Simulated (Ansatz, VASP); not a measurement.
# Cross-check of NiO (rocksalt prototype) between VASP and Ansatz, part 2 of 3

Wanted: the spread between two codes on one cell, functional and k mesh. The start cell is built, not measured: As first built, before any earlier steps moved the atoms (in the runner's words): rocksalt prototype, lattice guessed from radii. The cell is taken from a series of runs on this material, whose earlier steps may have relaxed, scaled, displaced or heated it; both programs get it as it stands.

VASP 6.6.1 and Ansatz 0.2.0.

So far: Starting point; Ansatz: single point, LDA, DFT+U, pair 1.

### 3. VASP: single point, LDA, DFT+U, pair 1

Level of this step: LDA, DFT+U (Ni d 7.2 eV), spin-polarised from an antiferromagnetic start; plane waves and PAW (Ni, O) (VASP).

The same cell, functional (in two slightly different forms), mesh and smearing now go to VASP, with its own data sets.

Lines of VASP's logs that name or quote its potential files are left out, and so is its time.

The input, INCAR:

```
SYSTEM = NiO
PREC = Accurate
ENCUT = 520
EDIFF = 1E-06
NELM = 200
ISMEAR = -1
SIGMA = 0.05
LREAL = .FALSE.
ALGO = Normal
GGA = PW92
NBANDS = 24
ISPIN = 2
MAGMOM = 1.72 -1.72 -0.07 0.07
LDAU = .TRUE.
LDAUTYPE = 2
LDAUL = 2 -1
LDAUU = 7.2 0
LDAUJ = 0 0
LDAUPRINT = 1
LASPH = .TRUE.
LMAXMIX = 4
LORBIT = 11
LWAVE = .FALSE.
LCHARG = .FALSE.
ISIF = 2
GGA_COMPAT = .FALSE.
KPAR = 2
```

The input, POSCAR:

```
NiO
1.0
    0.0000000000     -2.1013440500     -2.1013440500
    0.0000000000      2.1013440500     -2.1013440500
    4.2026881000      0.0000000000      0.0000000000
Ni O
2 2
Direct
    0.5000000000      0.5000000000      0.5000000000
    0.0000000000      0.0000000000      0.0000000000
    0.5000000000      0.5000000000      0.0000000000
    0.0000000000      0.0000000000      0.5000000000
```

The input, KPOINTS:

```
Automatic mesh
0
Gamma
9 9 7
0 0 0
```

PAW data sets: Ni and O (LDA family, release 64).

Started as:

```sh
mpirun -np 2 vasp_std
```

Numbers of over 12 decimals in the logs are rounded to 6 here.

What it wrote:

```text
[banner, memory and clock lines left out]
running    2 mpi-ranks, on    1 nodes
 distrk:  each k-point on    1 cores,    2 groups
 distr:  one band on    1 cores,    1 groups

 POSCAR found type information on POSCAR NiO
 POSCAR found :  2 types and       4 ions
|                                                                             |
|               ----> ADVICE to this user running VASP <----                  |
|                                                                             |
|     You enforced a specific xc type in the INCAR file but a different       |
|     [... a line on the potential file left out ...]
|     I HOPE YOU KNOW WHAT YOU ARE DOING!                                     |
|                                                                             |

 LDA part: xc-table for (Slater(with rela. corr.)+PW92), standard interpolation
 POSCAR, INCAR and KPOINTS ok, starting setup
 FFT: planning ... GRIDC
 FFT: planning ... GRID_SOFT
 FFT: planning ... GRID
 WAVECAR not read
 entering main loop
       N       E                     dE             d eps       ncg     rms          rms(c)
DAV:   1     0.246477328341E+03    0.24648E+03   -0.15453E+04  5928   0.179E+03
DAV:   2     0.345809709567E+01   -0.24302E+03   -0.22046E+03  6176   0.360E+02
DAV:   3    -0.210462699853E+02   -0.24504E+02   -0.23695E+02  6624   0.132E+02
DAV:   4    -0.214730355168E+02   -0.42677E+00   -0.42633E+00  6536   0.180E+01
DAV:   5    -0.214816320726E+02   -0.85966E-02   -0.85963E-02  7032   0.245E+00    0.227E+01
DAV:   6    -0.214106436941E+02    0.70988E-01   -0.23158E+01  7680   0.113E+02    0.271E+01
DAV:   7    -0.223312118803E+02   -0.92057E+00   -0.45288E+00  6528   0.369E+01    0.137E+01
DAV:   8    -0.226714581739E+02   -0.34025E+00   -0.71537E-01  7728   0.108E+01    0.931E+00
DAV:   9    -0.229028803522E+02   -0.23142E+00   -0.17141E-01  7080   0.124E+01    0.120E+00
DAV:  10    -0.229175564998E+02   -0.14676E-01   -0.75692E-02  8288   0.400E+00    0.690E-01
DAV:  11    -0.229188008729E+02   -0.12444E-02   -0.15036E-02  6032   0.127E+00    0.304E-01
DAV:  12    -0.229196496909E+02   -0.84882E-03   -0.32892E-04  7032   0.509E-01    0.138E-01
DAV:  13    -0.229200450888E+02   -0.39540E-03   -0.34103E-04  6656   0.513E-01    0.517E-02
DAV:  14    -0.229200675218E+02   -0.22433E-04   -0.14711E-04  6840   0.116E-01    0.148E-02
DAV:  15    -0.229200674404E+02    0.81373E-07   -0.60609E-06  6568   0.231E-02
   1 F= -.22920067E+02 E0= -.22920067E+02  d E =-.280921E-10  mag=     0.0000
```

Parts of OUTCAR (step 3):

```text
ion  position               nearest neighbor table
   1  0.500  0.500  0.500-   3 2.10   4 2.10   3 2.10   4 2.10   4 2.10   4 2.10   2 2.97   2 2.97
                             2 2.97   2 2.97   2 2.97   2 2.97   2 2.97   2 2.97
   2  0.000  0.000  0.000-   3 2.10   4 2.10   4 2.10   3 2.10   3 2.10   3 2.10   1 2.97   1 2.97
                             1 2.97   1 2.97   1 2.97   1 2.97   1 2.97   1 2.97
   3  0.500  0.500  0.000-   1 2.10   2 2.10   1 2.10   2 2.10   2 2.10   2 2.10
   4  0.000  0.000  0.500-   1 2.10   2 2.10   2 2.10   1 2.10   1 2.10   1 2.10

  LATTYP: Found a simple tetragonal cell.
 ALAT       =     2.9717492547
 C/A-ratio  =     1.4142135624

 Subroutine GETGRP returns: Found 16 space group operations
 (whereof 16 operations were pure point group operations)

The static configuration has the point symmetry D_4h.

 Found     60 irreducible k-points:

   k-points           NKPTS =     60   k-points in BZ     NKDIM =     60   number of bands    NBANDS=     24

   dimension x,y,z NGX =    24 NGY =   24 NGZ =   32
   dimension x,y,z NGXF=    48 NGYF=   48 NGZF=   64

   ENCUT  =  520.0 eV  38.22 Ry    6.18 a.u.   5.53  5.53  7.81*2*pi/ulx,y,z

   NELECT =      32.0000    total number of electrons

 k-points in reciprocal lattice and weights: Automatic mesh
   0.00000000  0.00000000  0.00000000       0.002
   0.11111111  0.00000000  0.00000000       0.007
   0.22222222  0.00000000  0.00000000       0.007
   0.33333333  0.00000000  0.00000000       0.007
   0.44444444  0.00000000  0.00000000       0.007
   0.11111111  0.11111111  0.00000000       0.007
   0.22222222  0.11111111  0.00000000       0.014
   0.33333333  0.11111111  0.00000000       0.014
   0.44444444  0.11111111  0.00000000       0.014
[...]
0.44444444  0.33333333  0.42857143       0.028
   0.44444444  0.44444444  0.42857143       0.014

atom =   1  type =  1  l = 2

 onsite density matrix

spin component  1

  0.9860  0.0000  0.0000  0.0000  0.0000
  0.0000  0.9859 -0.0000  0.0000 -0.0000
  0.0000 -0.0000  1.0419 -0.0000 -0.0000
  0.0000  0.0000 -0.0000  0.9860 -0.0000
  0.0000 -0.0000 -0.0000 -0.0000  1.0419

spin component  2

  0.9843  0.0000  0.0000  0.0000 -0.0000
  0.0000  0.9843 -0.0000 -0.0000  0.0000
  0.0000 -0.0000  0.1407  0.0000  0.0008
  0.0000 -0.0000  0.0000  0.9843  0.0000
 -0.0000  0.0000  0.0008  0.0000  0.1398

 occupancies and eigenvectors

[...]
-0.0000 -0.0000  0.0008  0.0000  0.1398

spin component  2

  0.9860 -0.0000 -0.0000  0.0000  0.0000
 -0.0000  0.9859 -0.0000  0.0000  0.0000
 -0.0000 -0.0000  1.0419 -0.0000 -0.0000
  0.0000  0.0000 -0.0000  0.9860 -0.0000
  0.0000  0.0000 -0.0000 -0.0000  1.0419

 occupancies and eigenvectors

  o =  0.1393  v =  0.0000  0.0000  0.5000  0.0000 -0.8660  0.0000  0.0000  0.0000  0.0000  0.0000      0.0000  0.0000  0.0000  0.0000  0.0000  0.0000  0.0000  0.0000  0.0000  0.0000
  o =  0.1411  v =  0.0000 -0.0000 -0.8660 -0.0000 -0.5000  0.0000  0.0000  0.0000  0.0000  0.0000      0.0000  0.0000  0.0000  0.0000  0.0000  0.0000  0.0000  0.0000  0.0000  0.0000
  o =  0.9843  v =  0.0000  1.0000  0.0000 -0.0000 -0.0000  0.0000  0.0000  0.0000  0.0000  0.0000      0.0000  0.0000  0.0000  0.0000  0.0000  0.0000  0.0000  0.0000  0.0000  0.0000
  o =  0.9843  v =  1.0000  0.0000  0.0000  0.0000  0.0000  0.0000  0.0000  0.0000  0.0000  0.0000      0.0000  0.0000  0.0000  0.0000  0.0000  0.0000  0.0000  0.0000  0.0000  0.0000
  o =  0.9843  v =  0.0000 -0.0000 -0.0000 -1.0000  0.0000  0.0000  0.0000  0.0000  0.0000  0.0000      0.0000  0.0000  0.0000  0.0000  0.0000  0.0000  0.0000  0.0000  0.0000  0.0000
  o =  0.9859  v =  0.0000  0.0000  0.0000  0.0000  0.0000  0.0000 -1.0000  0.0000 -0.0000  0.0000      0.0000  0.0000  0.0000  0.0000  0.0000  0.0000  0.0000  0.0000  0.0000  0.0000
  o =  0.9860  v =  0.0000  0.0000  0.0000  0.0000  0.0000  1.0000  0.0000  0.0000  0.0000  0.0000      0.0000  0.0000  0.0000  0.0000  0.0000  0.0000  0.0000  0.0000  0.0000  0.0000
  o =  0.9860  v =  0.0000  0.0000  0.0000  0.0000  0.0000  0.0000 -0.0000  0.0000  1.0000  0.0000      0.0000  0.0000  0.0000  0.0000  0.0000  0.0000  0.0000  0.0000  0.0000  0.0000
  o =  1.0419  v =  0.0000  0.0000  0.0000  0.0000  0.0000  0.0000 -0.0000 -0.8660  0.0000 -0.5000      0.0000  0.0000  0.0000  0.0000  0.0000  0.0000  0.0000  0.0000  0.0000  0.0000
  o =  1.0420  v =  0.0000  0.0000  0.0000  0.0000  0.0000  0.0000  0.0000 -0.5000  0.0000  0.8660      0.0000  0.0000  0.0000  0.0000  0.0000  0.0000  0.0000  0.0000  0.0000  0.0000

 average (electrostatic) potential at core
       1 -84.8339       2 -84.8339       3 -68.9099       4 -68.9099

 E-fermi :   7.2106

 spin component 1
 k-point     1 :       0.0000    0.0000    0.0000
  band No.  band energies     occupation
    ...
     12       3.6311      1.00000
     13       3.6311      1.00000
     14       5.0130      1.00000
     15       5.0213      1.00000
     16       5.0213      1.00000
     17       8.6747      0.00000
     18       8.9206      0.00000
     19       9.0130      0.00000
     20      13.2931      0.00000
     21      17.4052      0.00000
    ...

 k-point     2 :       0.1111    0.0000    0.0000
  band No.  band energies     occupation
    ...
     12       3.4760      1.00000
     13       3.7456      1.00000
     14       4.5307      1.00000
     15       5.0041      1.00000
     16       5.0095      1.00000
     17       8.9338      0.00000
     18       8.9658      0.00000
     19       9.6568      0.00000
     20      13.6870      0.00000
     21      17.3603      0.00000
    ...

 k-point     3 :       0.2222    0.0000    0.0000
  band No.  band energies     occupation
    ...
     12       3.2560      1.00000
     13       3.7698      1.00000
     14       3.8130      1.00000
     15       4.9527      1.00000
     16       5.1992      1.00000
     17       9.0431      0.00000
     18       9.5568      0.00000
     19      10.9681      0.00000
     20      14.6491      0.00000
     21      17.0544      0.00000
    ...

 k-point     4 :       0.3333    0.0000    0.0000
  band No.  band energies     occupation
    ...
     12       3.4388      1.00000
     13       3.4826      1.00000
     14       3.6869      1.00000
     15       4.8063      1.00000
     16       5.6201      1.00000
     17       9.0997      0.00000
     18      10.2459      0.00000
     19      12.3877      0.00000
     20      15.7957      0.00000
     21      16.3309      0.00000
    ...

 k-point     5 :       0.4444    0.0000    0.0000
  band No.  band energies     occupation
    ...
     12       3.4495      1.00000
     13       3.5734      1.00000
     14       3.9742      1.00000
     15       4.5454      1.00000
     16       5.9305      1.00000
     17       9.1276      0.00000
     18      10.7023      0.00000
     19      13.7638      0.00000
     20      15.0811      0.00000
     21      17.2780      0.00000
    ...

 k-point     6 :       0.1111    0.1111    0.0000
  band No.  band energies     occupation
    ...
     12       3.4360      1.00000
     13       3.5946      1.00000
     14       4.2847      1.00000
     15       4.9865      1.00000
     16       4.9977      1.00000
     17       8.8509      0.00000
     18       9.0706      0.00000
     19      10.3270      0.00000
     20      14.0879      0.00000
     21      17.3791      0.00000
    ...

  Total       -4.7782153     -4.7672141     -4.7672141      0.0000000      0.0000000     -0.0000000
  in kB     -206.2646519   -205.7897558   -205.7897558      0.0000000      0.0000000     -0.0000000
  external PRESSURE =    -205.9480545 kB  Pullay stress =       0.0000000 kB

  energy-cutoff  :      520.00
  volume of cell :       37.12
      direct lattice vectors                 reciprocal lattice vectors
     0.000000000 -2.101344050 -2.101344050     0.000000000 -0.237942949 -0.237942949
     0.000000000  2.101344050 -2.101344050     0.000000000  0.237942949 -0.237942949
     4.202688100  0.000000000  0.000000000     0.237942949  0.000000000  0.000000000

 POSITION                                       TOTAL-FORCE (eV/Angst)
 -----------------------------------------------------------------------------------
      2.10134      0.00000     -2.10134         0.000000     -0.000000     -0.000000
      0.00000      0.00000      0.00000         0.000000     -0.000000     -0.000000
      0.00000      0.00000     -2.10134        -0.000000      0.000000      0.000000
      2.10134      0.00000      0.00000         0.000000      0.000000     -0.000000
 -----------------------------------------------------------------------------------
    total drift:                               -0.000000     -0.000000      0.000000

  FREE ENERGIE OF THE ION-ELECTRON SYSTEM (eV)
  ---------------------------------------------------
  free  energy   TOTEN  =       -22.9200674404 eV

  energy  without entropy=      -22.9200674404  energy(sigma->0) =      -22.92006744

 total charge
# of ion       s       p       d       tot
------------------------------------------
    1        0.345   0.420   8.246   9.011
    2        0.345   0.420   8.246   9.011
    3        1.534   3.446   0.000   4.980
    4        1.534   3.446   0.000   4.980
--------------------------------------------------
tot          3.757   7.732  16.492  27.981

 magnetization (x)
# of ion       s       p       d       tot
------------------------------------------
    1        0.014   0.017   1.805   1.835
    2       -0.014  -0.017  -1.805  -1.835
    3       -0.006  -0.054   0.000  -0.060
    4        0.006   0.054   0.000   0.060
--------------------------------------------------
tot          0.000   0.000  -0.000  -0.000

[... 1 further part left out ...]
```

The magnetic state follows from one typed start and may not be the lowest.

### 4. Differences

Known differences besides the potentials themselves: VASP starts from the moments at which Ansatz ended; U acts on the PAW sphere in VASP and on atomic orbitals in Ansatz, so only states and trends compare; the data sets hold 48 valence electrons in Ansatz (on its default PAW (the set named soft_2) files) and 32 in VASP; the cutoff is 420 eV in Ansatz and 520 eV in VASP; VASP's log shows a relativistic correction to its local exchange, Ansatz's none; site moments are counted in spheres of each program's own size. Total energies have different zeros and are not compared.

Both answers:

```tsv
quantity	Ansatz	VASP	difference
gap on the k mesh (eV)	2.050	2.545	-0.495
moment on Ni1 (μB)	1.72	1.83	-0.11
moment on Ni2 (μB)	-1.72	-1.83	+0.11
moment on O3 (μB)	-0.07	-0.06	-0.01
moment on O4 (μB)	0.07	0.06	+0.01
```

A gap on the mesh is an upper bound, since the band edges may lie between its points.

### 5. What the set-up changes

Further runs change the set-up of one program: Ansatz's method, potentials or start, or VASP's data sets, cutoff or form of LDA. The table gives Ansatz less VASP for each quantity, since a change that brings one quantity closer may part another. Site moments also change with the sphere that a data set brings.

```tsv
run	gap on the k mesh (eV)	moment on Ni1 (μB)	moment on Ni2 (μB)	moment on O3 (μB)	moment on O4 (μB)
as above	-0.50	-0.11	0.11	-0.013	0.013
VASP with the data sets Ni_sv_GW and O	-0.36	-0.071	0.071	-0.012	0.012
```

### 6. Ansatz: single point, LDA, DFT+U, pair 2

A single point gives forces, pressure and levels at one fixed geometry, so differences don't come from the geometry; what else differs is listed under the comparison.

The cell is taken from a series of runs on this material, whose earlier steps may have relaxed, scaled, displaced or heated it; both programs get it as it stands.

The input, input.yaml:

```yaml
crystal:
  lattice:
    - [0.0, -2.10134405, -2.10134405]
    - [0.0, 2.10134405, -2.10134405]
    - [4.2026881, 0.0, 0.0]
  atoms:
    - { symbol: Ni, position: [0.5, 0.5, 0.5], spin: 2.0 }
    - { symbol: Ni, position: [0.0, 0.0, 0.0], spin: 2.0 }
    - { symbol: O, position: [0.5, 0.5, 0.0] }
    - { symbol: O, position: [0.0, 0.0, 0.5] }
magnetization:
  spin_polarized: true
kpoints:
  mp_grid: { grid: [9, 9, 7] }
hamiltonian:
  xc: lda
  hubbard:
    sites:
      - { species: Ni, l: d, u_eff: 9.6 }
      - { site: 0, l: d, u_eff: 9.6, starting_ns: [{ spin: up, occupation_matrix: ni1_major }, { spin: down, occupation_matrix: ni1_minor }] }
      - { site: 1, l: d, u_eff: 9.6, starting_ns: [{ spin: up, occupation_matrix: ni1_major }, { spin: down, occupation_matrix: ni1_minor }] }
    projectors: ortho-atomic
    occupation_matrices:
      ni1_major:
        matrix:
          - [0.998, 0.0, 0.0, 0.0, 0.0]
          - [0.0, 0.999, 0.0, 0.0, 0.0]
          - [0.0, 0.0, 0.999, 0.0, 0.0]
          - [0.0, 0.0, 0.0, 0.998, 0.0]
          - [0.0, 0.0, 0.0, 0.0, 0.999]
      ni1_minor:
        matrix:
          - [0.12, 0.0, 0.0, 0.0, 0.0]
          - [0.0, 0.998, 0.0, 0.0, 0.0]
          - [0.0, 0.0, 0.998, 0.0, 0.0]
          - [0.0, 0.0, 0.0, 0.12, 0.0]
          - [0.0, 0.0, 0.0, 0.0, 0.998]
scf:
  occupations: { method: fermi_dirac, width: 0.05 }
output:
  eigenvalues: true
```

Started as:

```sh
ansatz run input.yaml --threads 4 --pin off --max-ram 8192MiB --backend cpu --events-out ev --progress --plain --runs-dir out
```

What it wrote:

```text
[...]
Crystal: 4 atoms, lattice volume = 37.115 Å³
Basis set: ecut = 420 eV, 699 PW (Γ)
Bands: 32, of which v1, the nominal top of the filled ones, is band 24 counted from 1 (23 counted from 0)
Symmetry: 32 space group operations
[...]
k-points: 60 of 567
[...]
Starting moments: Σ|m| = 4 μB on 2 of 4 sites
[...]
k-point 1 ↑: bands = [... 20 lower, 8.0231, 10.1171, 10.1171, 11.1416, 11.3767, 11.3767, 15.6980, 19.3753, ... 4 higher]
  k-point 2 ↑: bands = [... 20 lower, 8.9869, 10.4409, 10.4409, 10.6764, 11.2930, 11.2930, 16.9749, 19.6967, ... 4 higher]
  k-point 59 ↓: bands = [... 20 lower, 9.9515, 10.0312, 16.4697, 16.5014, 16.9071, 16.9202, 22.1887, 22.2224, ... 4 higher]
Occupation matrices written to <dir>
[key lines of the parts left out:]
SCF converged after 13 iterations
Magnetization: 4.0000 μB (26.0000 up, 22.0000 down)
Free energy (F): -12650.456817 eV
Fermi energy:    14.066220 eV
```

### 7. VASP: single point, LDA, DFT+U, pair 2

The same cell, functional (in two slightly different forms), mesh and smearing now go to VASP, with its own data sets.

Edit INCAR of step 3 so:

```diff
@@ -10,5 +10,5 @@
 GGA = PW92
-NBANDS = 24
+NBANDS = 27
 ISPIN = 2
-MAGMOM = 1.72 -1.72 -0.07 0.07
+MAGMOM = 1.76 1.76 0.16 0.16
 LDAU = .TRUE.
@@ -16,3 +16,3 @@
 LDAUL = 2 -1
-LDAUU = 7.2 0
+LDAUU = 9.6 0
 LDAUJ = 0 0
```

POSCAR is that of step 3.

KPOINTS is that of step 3.

Started as:

```sh
mpirun -np 2 vasp_std
```

What it wrote:

```text
[banner, memory and clock lines left out]
running    2 mpi-ranks, on    1 nodes
[...]
[... a notice as in an earlier step ...]

 LDA part: xc-table for (Slater(with rela. corr.)+PW92), standard interpolation
 POSCAR, INCAR and KPOINTS ok, starting setup
[...]
entering main loop
       N       E                     dE             d eps       ncg     rms          rms(c)
DAV:   1     0.258475126588E+03    0.25848E+03   -0.15016E+04  6720   0.157E+03
DAV:   2     0.970817502165E+01   -0.24877E+03   -0.22373E+03  6663   0.341E+02
DAV:   3    -0.181812583025E+02   -0.27889E+02   -0.26999E+02  7098   0.125E+02
DAV:   4    -0.187668844102E+02   -0.58563E+00   -0.58394E+00  7048   0.188E+01
[...]
DAV:  14    -0.225031694290E+02   -0.66669E-04   -0.15070E-04  8509   0.104E-01    0.284E-02
DAV:  15    -0.225031689632E+02    0.46587E-06   -0.15987E-05  7716   0.456E-02    0.139E-02
DAV:  16    -0.225031686290E+02    0.33417E-06   -0.25161E-06  5992   0.164E-02
   1 F= -.22503169E+02 E0= -.22503169E+02  d E =-.101857E-09  mag=     4.0000
```

Parts of OUTCAR (step 7):

```text
  Total       -5.7348676     -5.7332107     -5.7332107      0.0000000      0.0000000     -0.0000000
  in kB     -247.5611499   -247.4896242   -247.4896242      0.0000000      0.0000000     -0.0000000
  external PRESSURE =    -247.5134661 kB  Pullay stress =       0.0000000 kB

 POSITION                                       TOTAL-FORCE (eV/Angst)
 -----------------------------------------------------------------------------------
      2.10134      0.00000     -2.10134        -0.000000     -0.000000      0.000000
      0.00000      0.00000      0.00000         0.000000     -0.000000      0.000000
      0.00000      0.00000     -2.10134         0.000000      0.000000     -0.000000
      2.10134      0.00000      0.00000         0.000000      0.000000      0.000000
 -----------------------------------------------------------------------------------
    total drift:                               -0.000000     -0.000000      0.000000

  FREE ENERGIE OF THE ION-ELECTRON SYSTEM (eV)
  ---------------------------------------------------
  free  energy   TOTEN  =       -22.5031686290 eV

  energy  without entropy=      -22.5031686289  energy(sigma->0) =      -22.50316863

 magnetization (x)
# of ion       s       p       d       tot
------------------------------------------
    1        0.010   0.012   1.884   1.905
    2        0.010   0.012   1.884   1.905
    3        0.010   0.104   0.000   0.115
    4        0.010   0.104   0.000   0.115
--------------------------------------------------
tot          0.040   0.232   3.768   4.040

[... 1 part as in an earlier step ...]

[... 2 further parts left out ...]
[key lines of the parts left out:]
E-fermi :   6.7127
```

The run ends at a pressure of -24.75 GPa.

### 8. Side by side

What differs besides the data sets and the points named for the pairs above, as far as they apply: the data sets hold 48 valence electrons in Ansatz (on its default PAW (the set named soft_2) files) and 32 in VASP. Total energies have different zeros and are not compared.

The two programs side by side:

```tsv
quantity	Ansatz	VASP	difference
gap on the k mesh (eV)	2.305	3.188	-0.883
total moment (μB)	4.00	4.00	0.00
moment on Ni1 (μB)	1.76	1.91	-0.15
moment on Ni2 (μB)	1.76	1.91	-0.15
moment on O3 (μB)	0.16	0.12	+0.05
moment on O4 (μB)	0.16	0.12	+0.05
```

A gap on the mesh is an upper bound, since the band edges may lie between its points.

[end of part 2 of 3]

[Lines on the potential files, build, host, timing and source positions are cut from VASP's logs without a mark.]

[Logs are printed without paths, hosts, clocks, repeated set-up lines and the standing remarks that a program may print on its own settings, such as how far it seeks lower states.]

[Hosts, paths, dates, database ids (printed as entryN), source tags and the programs' standing remarks are cut or masked in the printed files.]
